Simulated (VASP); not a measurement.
These are PBEsol GGA, VASP's PBE PAW potentials (set 64) (plane waves; VASP 6.6.1) values and carry that method's errors.

VASP ran on this input.

POSCAR:
```
Mo
1
   -1.5750000000     1.5750000000     1.5750000000
    1.5750000000    -1.5750000000     1.5750000000
    1.5750000000     1.5750000000    -1.5750000000
Mo
1
Direct
  0.0000000000   0.0000000000   0.0000000000
```

**INCAR**
```
! general
SYSTEM   =  Mo
PREC     =  Accurate
ENCUT    =  520
LREAL    =  .FALSE.
LASPH    =  .TRUE.

! electronic loop
EDIFF    =  1E-6
NELM     =  100
ALGO     =  Normal
LMAXMIX  =  4

! smearing
ISMEAR   =  1
SIGMA    =  0.1

! functional
GGA      =  PS

! ions
IBRION   =  2
NSW      =  60
ISIF     =  3
EDIFFG   =  -0.01

! output
LWAVE    =  .FALSE.
LCHARG   =  .FALSE.
```

**KPOINTS**
```
Automatic mesh
0
Gamma
15 15 15
0 0 0
```

POTCAR, in this order: Mo_sv (PBE.64 set). Program: vasp_std.

The run wrote:

### OUTCAR
```
 ion  position               nearest neighbor table
   1  0.000  0.000  0.000-
  LATTYP: Found a body centered cubic cell.
 ALAT       =     3.1500000000
 Subroutine PRICEL returns:
 Original cell was already a primitive cell.
 Subroutine GETGRP returns: Found 48 space group operations
The static configuration has the point symmetry O_h .
The dynamic configuration has the point symmetry O_h .
 Subroutine INISYM returns: Found 48 space group operations
 Subroutine IBZKPT returns following result:
 Found    120 irreducible k-points:

 Following reciprocal coordinates:
            Coordinates               Weight
  0.000000  0.000000  0.000000      1.000000
  0.066667  0.000000  0.000000     12.000000
  0.133333  0.000000  0.000000     12.000000
  0.200000  0.000000  0.000000     12.000000
  0.266667  0.000000  0.000000     12.000000
  0.333333  0.000000  0.000000     12.000000
  0.400000  0.000000  0.000000     12.000000
  0.466667  0.000000  0.000000     12.000000
  0.066667  0.066667  0.000000     24.000000
  0.133333  0.066667 -0.000000     48.000000
...
```

OSZICAR:
```
       N       E                     dE             d eps       ncg     rms          rms(c)
DAV:   1     0.886345174789E+02    0.88635E+02   -0.83840E+03  2672   0.131E+03
DAV:   2    -0.112788586900E+02   -0.99913E+02   -0.96795E+02  2889   0.341E+02
DAV:   3    -0.125387249030E+02   -0.12599E+01   -0.12464E+01  3057   0.383E+01
DAV:   4    -0.125424020633E+02   -0.36772E-02   -0.36771E-02  2882   0.235E+00
DAV:   5    -0.125424207175E+02   -0.18654E-04   -0.18654E-04  3087   0.165E-01    0.159E+01
DAV:   6    -0.118723752703E+02    0.67005E+00   -0.11795E+00  2820   0.130E+01    0.415E+00
DAV:   7    -0.117777214283E+02    0.94654E-01   -0.22419E-01  3075   0.522E+00    0.990E-01
DAV:   8    -0.117711747366E+02    0.65467E-02   -0.50148E-03  2836   0.930E-01    0.259E-01
DAV:   9    -0.117711959849E+02   -0.21248E-04   -0.13486E-04  3194   0.158E-01    0.983E-02
DAV:  10    -0.117712051109E+02   -0.91260E-05   -0.72671E-06  2904   0.331E-02    0.235E-03
DAV:  11    -0.117712050099E+02    0.10098E-06   -0.41875E-08  1661   0.269E-03
   1 F= -.11771205E+02 E0= -.11771075E+02  d E =-.117712E+02
       N       E                     dE             d eps       ncg     rms          rms(c)
DAV:   1    -0.124192464509E+02   -0.64804E+00   -0.17279E+01  2763   0.592E+01    0.112E+01
DAV:   2    -0.118008389748E+02    0.61841E+00   -0.12310E+00  2715   0.146E+01    0.168E+00
DAV:   3    -0.117398173489E+02    0.61022E-01   -0.22864E-01  2856   0.610E+00    0.195E+00
DAV:   4    -0.117439418261E+02   -0.41245E-02   -0.29372E-03  2742   0.658E-01    0.248E-01
DAV:   5    -0.117439691022E+02   -0.27276E-04   -0.12183E-03  2903   0.449E-01    0.129E-02
DAV:   6    -0.117439684053E+02    0.69694E-06   -0.67256E-06  2860   0.344E-02
   2 F= -.11743968E+02 E0= -.11743745E+02  d E =0.272366E-01
       N       E                     dE             d eps       ncg     rms          rms(c)
DAV:   1    -0.121647508259E+02   -0.42078E+00   -0.99153E+00  2754   0.456E+01    0.656E+00
DAV:   2    -0.117957353884E+02    0.36902E+00   -0.82127E-01  2700   0.113E+01    0.131E+00
DAV:   3    -0.117722976607E+02    0.23438E-01   -0.10412E-01  2879   0.405E+00    0.837E-01
DAV:   4    -0.117746952890E+02   -0.23976E-02   -0.17341E-03  2742   0.481E-01    0.920E-02
DAV:   5    -0.117747591613E+02   -0.63872E-04   -0.13110E-04  2971   0.145E-01    0.903E-03
DAV:   6    -0.117747595017E+02   -0.34040E-06   -0.89223E-07  1975   0.128E-02
   3 F= -.11774760E+02 E0= -.11774603E+02  d E =-.355449E-02
```

**OUTCAR**
```
------------------------ aborting loop because EDIFF is reached ----------------------------------------
  FORCE on cell =-STRESS in cart. coord.  units (eV):
  Direction    XX          YY          ZZ          XY          YZ          ZX
  --------------------------------------------------------------------------------------
  Total       -0.0061071     -0.0061071     -0.0061071     -0.0000000     -0.0000000     -0.0000000
  in kB       -0.6362229     -0.6362229     -0.6362229     -0.0000000     -0.0000000     -0.0000000
  external PRESSURE =      -0.6362229 kB  Pullay stress =       0.0000000 kB
  volume of cell :       15.38
      direct lattice vectors                 reciprocal lattice vectors
    -1.566599523  1.566599523  1.566599523     0.000000000  0.319162615  0.319162615
     1.566599523 -1.566599523  1.566599523     0.319162615  0.000000000  0.319162615
     1.566599523  1.566599523 -1.566599523     0.319162615  0.319162615  0.000000000
 POSITION                                       TOTAL-FORCE (eV/Angst)
 -----------------------------------------------------------------------------------
      0.00000      0.00000      0.00000         0.000000     -0.000000     -0.000000
 -----------------------------------------------------------------------------------
    total drift:                                0.000000     -0.000000      0.000000
  FREE ENERGIE OF THE ION-ELECTRON SYSTEM (eV)
  ---------------------------------------------------
  free  energy   TOTEN  =       -11.7747595017 eV

  energy  without entropy=      -11.7742897374  energy(sigma->0) =      -11.77460291

 reached required accuracy - stopping structural energy minimisation
```
(Selected blocks of OUTCAR.)

**CONTCAR**
```
Mo
   1.00000000000000
    -1.5665995231811511    1.5665995231811511    1.5665995231811511
     1.5665995231811511   -1.5665995231811511    1.5665995231811511
     1.5665995231811511    1.5665995231811511   -1.5665995231811511
  Mo
     1
Direct
     0.0000000000000000    0.0000000000000000    0.0000000000000000
```

The compound is Mo in the bcc structure. This run relaxes it. Symmetry was kept, so distortions that lower it aren't found.
